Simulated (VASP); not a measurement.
An input for Quantum ESPRESSO's pw.x (written as the equivalent of a VASP run, and not itself run):

```
&CONTROL
  calculation = 'vc-relax'
  pseudo_dir = './pseudo'
  outdir = './out'
  tprnfor = .true.
  tstress = .true.
  nstep = 40
  forc_conv_thr = 0.00078
/
&SYSTEM
  ibrav = 0
  nat = 5
  ntyp = 3
  ecutwfc = 84
  occupations = 'smearing'
  smearing = 'gaussian'
  degauss = 0.003675
  input_dft = 'pbe'
/
&ELECTRONS
  conv_thr = 7.3e-08
  electron_maxstep = 100
/
&IONS
/
&CELL
  press = 300
/
ATOMIC_SPECIES
  Ba 137.327 Ba.upf
  Ti 47.867 Ti.upf
  O 15.999 O.upf
CELL_PARAMETERS angstrom
     3.9002907    0.0000000    0.0000000
     0.0000000    3.9002907    0.0000000
     0.0000000    0.0000000    3.9045461
ATOMIC_POSITIONS crystal
  Ba   0.0000000  0.0000000  0.9936974
  Ti   0.5000000  0.5000000  0.4968076
  O    0.5000000  0.5000000  0.9907062
  O    0.0000000  0.5000000  0.4913944
  O    0.5000000  0.0000000  0.4913944
K_POINTS automatic
  6 6 6 0 0 0
```

Problem. Write the VASP files for the same calculation (PBE).

Solution. One answer among several that fit: 
INCAR:
```
! general
SYSTEM   =  BaTiO3
PREC     =  Accurate
ENCUT    =  620
LREAL    =  .FALSE.
LASPH    =  .TRUE.

! electronic loop
EDIFF    =  1E-6
NELM     =  100
ALGO     =  Normal
LMAXMIX  =  4

! smearing
ISMEAR   =  0
SIGMA    =  0.05

! functional
GGA      =  PE

! ions
IBRION   =  2
NSW      =  40
ISIF     =  3
EDIFFG   =  -0.02
PSTRESS  =  300

! output
LWAVE    =  .FALSE.
LCHARG   =  .FALSE.
```

File POSCAR:
```
BaTiO3
1
    3.9002906887     0.0000000000     0.0000000000
    0.0000000000     3.9002906887     0.0000000000
    0.0000000000     0.0000000000     3.9045460569
Ba Ti O
1 1 3
Direct
  0.0000000000   0.0000000000   0.9936973537
  0.5000000000   0.5000000000   0.4968076129
  0.5000000000   0.5000000000   0.9907062202
  0.0000000000   0.5000000000   0.4913944066
  0.5000000000   0.0000000000   0.4913944066
```

File KPOINTS:
```
K-points
0
G
 6 6 6
0 0 0
```

POTCAR, in this order: Ba_sv Ti_sv O (PBE.64 set). Program: vasp_std.

Limits of the translation: the potentials are each code's own (VASP's PAW set, PseudoDojo norm-conserving files in pw.x), so ENCUT and ecutwfc are chosen apart and not converted; conv_thr bounds pw.x's estimated SCF error, while EDIFF bounds the energy change between steps; forc_conv_thr acts on force components and is met together with etot_conv_thr.

The compound is BaTiO3 in the tetragonal perovskite structure. This run relaxes it under an external pressure of 30 GPa. Symmetry was kept, so distortions that lower it aren't found.
